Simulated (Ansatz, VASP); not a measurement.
**Cross-check of Mg3W7 between VASP and Ansatz**

Wanted: the spread between two codes on one cell, functional and k mesh. The structure shown is the end of the VASP relaxation below.

Program: Ansatz 0.2.0. Level of theory: plane waves, with VASP 6.6.1 beside it; single point at PBE. Results are calculated unless marked as measured.

## (1) Set-up

The cell holds 20 atoms: 6 Mg and 14 W. Its edges and angles: a = 6.340 Å, b = 6.340 Å, c = 20.340 Å, α = 90.0°, β = 90.0°, γ = 90.0°. It derives from W. As first built, before any earlier steps moved the atoms: kind: overlayer; added: Mg; how: three quarters in the top layer, both faces;. Regions: layer 1, 4 atoms (1 W and 3 Mg); layer 2, 4 atoms (4 W); layer 3, 4 atoms (4 W); other layers, 8 atoms (5 W and 3 Mg). Vacuum lies along c.

## (2) VASP: relaxation, PBE

This run makes the geometry at which the two programs are then compared.

Lines of VASP's logs that name or quote its potential files are left out, and so is its time.

Contents of INCAR:

```
SYSTEM = Mg3W7
PREC = Normal
ENCUT = 330
EDIFF = 1E-05
NELM = 100
ISMEAR = 0
SIGMA = 0.1
LREAL = Auto
ALGO = Fast
GGA = PE
NBANDS = 68
LASPH = .TRUE.
LWAVE = .FALSE.
LCHARG = .FALSE.
NCORE = 8
IBRION = 2
NSW = 50
ISIF = 0
EDIFFG = -0.05
```

Contents of POSCAR:

```
Mg3W7
1.0
    6.3400000000      0.0000000000      0.0000000000
    0.0000000000      6.3400000000      0.0000000000
    0.0000000000      0.0000000000     20.3400000000
Mg W
6 14
Selective dynamics
Direct
    0.0000000000      0.0000000000      0.6558505410  T T T
    0.5000000000      0.0000000000      0.6558505410  T T T
    0.0000000000      0.5000000000      0.6558505410  T T T
    0.0000000000      0.0000000000      0.3441494590  T T T
    0.5000000000      0.0000000000      0.3441494590  T T T
    0.0000000000      0.5000000000      0.3441494590  T T T
    0.5000000000      0.5000000000      0.6558505410  T T T
    0.2500000000      0.2500000000      0.5779252700  T T T
    0.7500000000      0.2500000000      0.5779252700  T T T
    0.2500000000      0.7500000000      0.5779252700  T T T
    0.7500000000      0.7500000000      0.5779252700  T T T
    0.0000000000      0.0000000000      0.5000000000  F F F
    0.5000000000      0.0000000000      0.5000000000  F F F
    0.0000000000      0.5000000000      0.5000000000  F F F
    0.5000000000      0.5000000000      0.5000000000  F F F
    0.2500000000      0.2500000000      0.4220747300  T T T
    0.7500000000      0.2500000000      0.4220747300  T T T
    0.2500000000      0.7500000000      0.4220747300  T T T
    0.7500000000      0.7500000000      0.4220747300  T T T
    0.5000000000      0.5000000000      0.3441494590  T T T
```

Contents of KPOINTS:

```
Automatic mesh
0
Gamma
3 3 1
0 0 0
```

Potentials, in the order of the species: Mg and W (PBE family, release 64).

Launch:

```bash
> mpirun -np 8 vasp_std
```

Numbers of over 12 decimals in the logs are rounded to 6 here.

What it wrote:

```text
[banner, memory and clock lines left out]
running    8 mpi-ranks, on    1 nodes
 distrk:  each k-point on    8 cores,    1 groups
 distr:  one band on    8 cores,    1 groups

 POSCAR found type information on POSCAR MgW
 POSCAR found :  2 types and      20 ions
|                                                                             |
|           W    W    AA    RRRRR   N    N  II  N    N   GGGG   !!!           |
|           W    W   A  A   R    R  NN   N  II  NN   N  G    G  !!!           |
|           W    W  A    A  R    R  N N  N  II  N N  N  G       !!!           |
|           W WW W  AAAAAA  RRRRR   N  N N  II  N  N N  G  GGG   !            |
|           WW  WW  A    A  R   R   N   NN  II  N   NN  G    G                |
|           W    W  A    A  R    R  N    N  II  N    N   GGGG   !!!           |
|                                                                             |
|     For optimal performance we recommend to set                             |
|       NCORE = 2 up to number-of-cores-per-socket                            |
|     NCORE specifies how many cores store one orbital (NPAR=cpu/NCORE).      |
|     This setting can greatly improve the performance of VASP for DFT.       |
|     The default, NCORE=1 might be grossly inefficient on modern             |
|     multi-core architectures or massively parallel machines. Do your        |
|     Unfortunately you need to use the default for GW and RPA                |
|     calculations (for HF NCORE is supported but not extensively tested      |
|     yet).                                                                   |
|                                                                             |

 LDA part: xc-table for (Slater+PW92), standard interpolation
 POSCAR, INCAR and KPOINTS ok, starting setup
 FFT: planning ... GRIDC
 FFT: planning ... GRID_SOFT
 FFT: planning ... GRID
 WAVECAR not read
 entering main loop
       N       E                     dE             d eps       ncg     rms          rms(c)
DAV:   1     0.351994490625E+03    0.35199E+03   -0.25935E+04   408   0.761E+02
DAV:   2    -0.129433834863E+03   -0.48143E+03   -0.43560E+03   576   0.183E+02
DAV:   3    -0.189869595059E+03   -0.60436E+02   -0.57708E+02   496   0.646E+01
DAV:   4    -0.194073150206E+03   -0.42036E+01   -0.41302E+01   640   0.165E+01
DAV:   5    -0.194231955423E+03   -0.15881E+00   -0.15830E+00   664   0.320E+00    0.691E+01
RMM:   6    -0.186489859190E+03    0.77421E+01   -0.51444E+01   446   0.147E+01    0.328E+01
RMM:   7    -0.196930532594E+03   -0.10441E+02   -0.53460E+01   444   0.162E+01    0.201E+01
RMM:   8    -0.178024236843E+03    0.18906E+02   -0.16541E+01   414   0.131E+01    0.699E+00
RMM:   9    -0.178349421099E+03   -0.32518E+00   -0.72905E+00   477   0.534E+00    0.408E+00
RMM:  10    -0.178425146053E+03   -0.75725E-01   -0.92915E-01   516   0.213E+00    0.406E+00
RMM:  11    -0.178494723353E+03   -0.69577E-01   -0.24618E-01   455   0.115E+00    0.339E+00
RMM:  12    -0.178462557830E+03    0.32166E-01   -0.92909E-02   442   0.775E-01    0.175E+00
RMM:  13    -0.178415511536E+03    0.47046E-01   -0.67380E-02   429   0.620E-01    0.124E+00
RMM:  14    -0.178394965092E+03    0.20546E-01   -0.48765E-02   519   0.390E-01    0.989E-01
[...]
RMM:  21    -0.178380513649E+03   -0.31686E-03   -0.50561E-04   493   0.364E-02    0.600E-02
RMM:  22    -0.178380595131E+03   -0.81482E-04   -0.69516E-05   353   0.219E-02    0.449E-02
RMM:  23    -0.178380671337E+03   -0.76206E-04   -0.92430E-05   365   0.162E-02    0.263E-02
RMM:  24    -0.178380911163E+03   -0.23983E-03   -0.29141E-04   490   0.270E-02    0.354E-02
RMM:  25    -0.178380979437E+03   -0.68275E-04   -0.15555E-05   265   0.114E-02    0.247E-02
RMM:  26    -0.178381008345E+03   -0.28907E-04   -0.14804E-05   273   0.785E-03    0.127E-02
RMM:  27    -0.178381029139E+03   -0.20794E-04   -0.18101E-05   285   0.767E-03    0.424E-03
RMM:  28    -0.178381035525E+03   -0.63862E-05   -0.74485E-06   242   0.552E-03
   1 F= -.17838104E+03 E0= -.17834167E+03  d E =-.178381E+03
[... from here on, the cycles between the ionic steps are left out ...]
   2 F= -.17977990E+03 E0= -.17975100E+03  d E =-.139887E+01
   3 F= -.17986688E+03 E0= -.17983958E+03  d E =-.148584E+01
   4 F= -.18004296E+03 E0= -.18001672E+03  d E =-.176083E+00
   5 F= -.18008389E+03 E0= -.18005839E+03  d E =-.217014E+00
   6 F= -.18012511E+03 E0= -.18010192E+03  d E =-.412212E-01
   7 F= -.18012877E+03 E0= -.18010587E+03  d E =-.448849E-01
   8 F= -.18015125E+03 E0= -.18012804E+03  d E =-.224754E-01
 trial-energy change:   -0.022475  1 .order   -0.022523   -0.032014   -0.013031
 step:   2.2299(harm=  2.2299)  dis= 0.04295  next Energy=  -180.155770 (dE=-0.270E-01)
 bond charge predicted
       N       E                     dE             d eps       ncg     rms          rms(c)
DAV:   1    -0.180156429056E+03   -0.51797E-02   -0.78438E-01   408   0.247E+00    0.312E-01
RMM:   2    -0.180156612496E+03   -0.18344E-03   -0.95973E-03   413   0.351E-01    0.303E-01
RMM:   3    -0.180156178422E+03    0.43407E-03   -0.23876E-03   455   0.153E-01    0.178E-01
RMM:   4    -0.180156210246E+03   -0.31824E-04   -0.10470E-03   440   0.908E-02    0.857E-02
RMM:   5    -0.180156163101E+03    0.47145E-04   -0.36496E-04   440   0.541E-02    0.272E-02
RMM:   6    -0.180156158152E+03    0.49490E-05   -0.17930E-04   470   0.288E-02    0.123E-02
RMM:   7    -0.180156160159E+03   -0.20063E-05   -0.27452E-05   295   0.143E-02
   9 F= -.18015616E+03 E0= -.18013272E+03  d E =-.273856E-01
 curvature:  -1.84 expect dE=-0.114E-02 dE for cont linesearch -0.239E-04
 trial: gam=-0.01732 g(F)=  0.618E-03 g(S)=  0.000E+00 ort = 0.721E-03 (trialstep = 0.150E+01)
 search vector abs. value=  0.605E-03
 reached required accuracy - stopping structural energy minimisation
```

OUTCAR, selected parts (step 2):

```text
ion  position               nearest neighbor table
   1  0.000  0.000  0.656-   8 2.75   9 2.75  10 2.75  11 2.75   2 3.17   3 3.17   3 3.17   2 3.17
                            12 3.17
   2  0.500  0.000  0.656-   8 2.75   9 2.75  10 2.75  11 2.75   1 3.17   7 3.17   7 3.17   1 3.17
                            13 3.17
   3  0.000  0.500  0.656-   8 2.75   9 2.75  10 2.75  11 2.75   1 3.17   7 3.17   1 3.17   7 3.17
                            14 3.17
   4  0.000  0.000  0.344-  16 2.75  17 2.75  18 2.75  19 2.75   5 3.17   6 3.17   6 3.17   5 3.17
                            12 3.17
   5  0.500  0.000  0.344-  16 2.75  17 2.75  18 2.75  19 2.75   4 3.17  20 3.17  20 3.17   4 3.17
                            13 3.17
   6  0.000  0.500  0.344-  16 2.75  17 2.75  18 2.75  19 2.75   4 3.17  20 3.17   4 3.17  20 3.17
                            14 3.17
   7  0.500  0.500  0.656-   8 2.75   9 2.75  10 2.75  11 2.75   2 3.17   3 3.17   2 3.17   3 3.17
                            15 3.17
   8  0.250  0.250  0.578-  12 2.75  13 2.75  14 2.75  15 2.75   1 2.75   2 2.75   3 2.75   7 2.75
                            16 3.17  10 3.17   9 3.17  10 3.17   9 3.17
   9  0.750  0.250  0.578-  12 2.75  13 2.75  14 2.75  15 2.75   1 2.75   2 2.75   3 2.75   7 2.75
                            17 3.17  11 3.17   8 3.17  11 3.17   8 3.17
  10  0.250  0.750  0.578-  12 2.75  13 2.75  14 2.75  15 2.75   1 2.75   2 2.75   3 2.75   7 2.75
                            18 3.17  11 3.17   8 3.17   8 3.17  11 3.17
  11  0.750  0.750  0.578-  12 2.75  13 2.75  14 2.75  15 2.75   1 2.75   2 2.75   3 2.75   7 2.75
                            19 3.17  10 3.17   9 3.17   9 3.17  10 3.17
  12  0.000  0.000  0.500-   8 2.75   9 2.75  10 2.75  11 2.75  16 2.75  17 2.75  18 2.75  19 2.75
                            13 3.17  14 3.17  14 3.17  13 3.17   1 3.17   4 3.17
  13  0.500  0.000  0.500-   8 2.75   9 2.75  10 2.75  11 2.75  16 2.75  17 2.75  18 2.75  19 2.75
                            12 3.17  15 3.17  15 3.17  12 3.17   2 3.17   5 3.17
  14  0.000  0.500  0.500-   8 2.75   9 2.75  10 2.75  11 2.75  16 2.75  17 2.75  18 2.75  19 2.75
                            12 3.17  15 3.17  12 3.17  15 3.17   3 3.17   6 3.17
  15  0.500  0.500  0.500-   8 2.75   9 2.75  10 2.75  11 2.75  16 2.75  17 2.75  18 2.75  19 2.75
                            13 3.17  14 3.17  13 3.17  14 3.17   7 3.17  20 3.17
  16  0.250  0.250  0.422-  12 2.75  13 2.75  14 2.75  15 2.75   5 2.75   6 2.75   4 2.75  20 2.75
                             8 3.17  18 3.17  17 3.17  18 3.17  17 3.17
  17  0.750  0.250  0.422-  12 2.75  13 2.75  14 2.75  15 2.75   5 2.75   6 2.75   4 2.75  20 2.75
                             9 3.17  19 3.17  16 3.17  19 3.17  16 3.17
  18  0.250  0.750  0.422-  12 2.75  13 2.75  14 2.75  15 2.75   5 2.75   6 2.75   4 2.75  20 2.75
                            10 3.17  19 3.17  16 3.17  16 3.17  19 3.17
  19  0.750  0.750  0.422-  12 2.75  13 2.75  14 2.75  15 2.75   5 2.75   6 2.75   4 2.75  20 2.75
                            11 3.17  18 3.17  17 3.17  17 3.17  18 3.17
  20  0.500  0.500  0.344-  16 2.75  17 2.75  18 2.75  19 2.75   5 3.17   6 3.17   5 3.17   6 3.17
                            15 3.17

  LATTYP: Found a simple tetragonal cell.
 ALAT       =     6.3400000000
 C/A-ratio  =     3.2082018927

 Subroutine GETGRP returns: Found 16 space group operations
 (whereof 16 operations were pure point group operations)

The static configuration has the point symmetry D_4h.

 Found      3 irreducible k-points:

   k-points           NKPTS =      3   k-points in BZ     NKDIM =      3   number of bands    NBANDS=     68

   dimension x,y,z NGX =    28 NGY =   28 NGZ =   90
   dimension x,y,z NGXF=    56 NGYF=   56 NGZF=  180

   ENCUT  =  330.0 eV  24.25 Ry    4.92 a.u.   9.39  9.39 30.13*2*pi/ulx,y,z

   NELECT =      96.0000    total number of electrons

 k-points in reciprocal lattice and weights: Automatic mesh
   0.00000000  0.00000000  0.00000000       0.111
   0.33333333  0.00000000  0.00000000       0.444
   0.33333333  0.33333333  0.00000000       0.444

 average (electrostatic) potential at core
       1 -40.6854       2 -40.6340       3 -40.6340       4 -40.6854       5 -40.6340
       6 -40.6340       7 -44.7416       8 -44.7362       9 -44.7362      10 -44.7362
      11 -44.7362      12 -44.8195      13 -44.6578      14 -44.6578      15 -44.7835
      16 -44.7362      17 -44.7362      18 -44.7362      19 -44.7362      20 -44.7416

 E-fermi :   0.6991

 k-point     1 :       0.0000    0.0000    0.0000
  band No.  band energies     occupation
    ...
     40      -0.0889      2.00000
     41      -0.0889      2.00000
     42       0.2668      2.00000
     43       0.2668      2.00000
     44       0.6251      1.70462
     45       0.7505      0.46662
     46       0.7505      0.46662
     47       0.9070      0.00327
     48       0.9070      0.00327
     49       0.9562      0.00028
    ...

 k-point     2 :       0.3333    0.0000    0.0000
  band No.  band energies     occupation
    ...
     44       0.0766      2.00000
     45       0.1438      2.00000
     46       0.1761      2.00000
     47       0.2716      2.00000
     48       0.5918      1.87062
     49       0.9959      0.00003
     50       1.0121      0.00001
     51       1.0818      0.00000
     52       1.1831      0.00000
     53       1.3132      0.00000
    ...

 k-point     3 :       0.3333    0.3333    0.0000
  band No.  band energies     occupation
    ...
     45      -0.1899      2.00000
     46      -0.0443      2.00000
     47       0.2146      2.00000
     48       0.2423      2.00000
     49       0.6170      1.75434
     50       0.7930      0.18412
     51       0.8528      0.02972
     52       1.0856      0.00000
     53       1.1856      0.00000
     54       1.5948      0.00000
    ...

  energy-cutoff  :      330.00
  volume of cell :      817.58
      direct lattice vectors                 reciprocal lattice vectors
     6.340000000  0.000000000  0.000000000     0.157728707  0.000000000  0.000000000
     0.000000000  6.340000000  0.000000000     0.000000000  0.157728707  0.000000000
     0.000000000  0.000000000 20.340000000     0.000000000  0.000000000  0.049164208

 POSITION                                       TOTAL-FORCE (eV/Angst)
 -----------------------------------------------------------------------------------
      0.00000      0.00000     13.50117        -0.000000     -0.000000      0.035311
      3.17000      0.00000     13.55155        -0.000000     -0.000000     -0.000790
      0.00000      3.17000     13.55155        -0.000000     -0.000000     -0.000790
      0.00000      0.00000      6.83883        -0.000000     -0.000000     -0.035311
      3.17000      0.00000      6.78845        -0.000000     -0.000000      0.000790
      0.00000      3.17000      6.78845        -0.000000     -0.000000      0.000790
      3.17000      3.17000     13.08472        -0.000000     -0.000000     -0.028941
      1.59381      1.59381     11.72819         0.020742      0.020742     -0.014832
      4.74619      1.59381     11.72819        -0.020742      0.020742     -0.014832
      1.59381      4.74619     11.72819         0.020742     -0.020742     -0.014832
      4.74619      4.74619     11.72819        -0.020742     -0.020742     -0.014832
      0.00000      0.00000     10.17000        -0.000000     -0.000000      0.000000
      3.17000      0.00000     10.17000        -0.000000     -0.000000      0.000000
      0.00000      3.17000     10.17000        -0.000000     -0.000000      0.000000
      3.17000      3.17000     10.17000        -0.000000     -0.000000      0.000000
      1.59381      1.59381      8.61181         0.020742      0.020742      0.014832
      4.74619      1.59381      8.61181        -0.020742      0.020742      0.014832
      1.59381      4.74619      8.61181         0.020742     -0.020742      0.014832
      4.74619      4.74619      8.61181        -0.020742     -0.020742      0.014832
      3.17000      3.17000      7.25528        -0.000000     -0.000000      0.028941
 -----------------------------------------------------------------------------------
    total drift:                                0.000000      0.000000     -0.000000

  FREE ENERGIE OF THE ION-ELECTRON SYSTEM (eV)
  ---------------------------------------------------
  free  energy   TOTEN  =      -180.1561601585 eV

  energy  without entropy=     -180.1092742173  energy(sigma->0) =     -180.13271719

 reached required accuracy - stopping structural energy minimisation
```

The data set W keeps the semicore shell frozen, which is cheaper and a little less accurate. The run keeps the 16 symmetry operations of its start, so it cannot find a distortion of lower symmetry.

(Continued in part 2 of 2.)

[Lines on the potential files, build, host, timing and source positions are cut from VASP's logs without a mark.]

[Logs are printed without paths, hosts, clocks, repeated set-up lines and the standing remarks that a program may print on its own settings, such as how far it seeks lower states.]

[Hosts, paths, dates, database ids (printed as entryN), source tags and the programs' standing remarks are cut or masked in the printed files.]
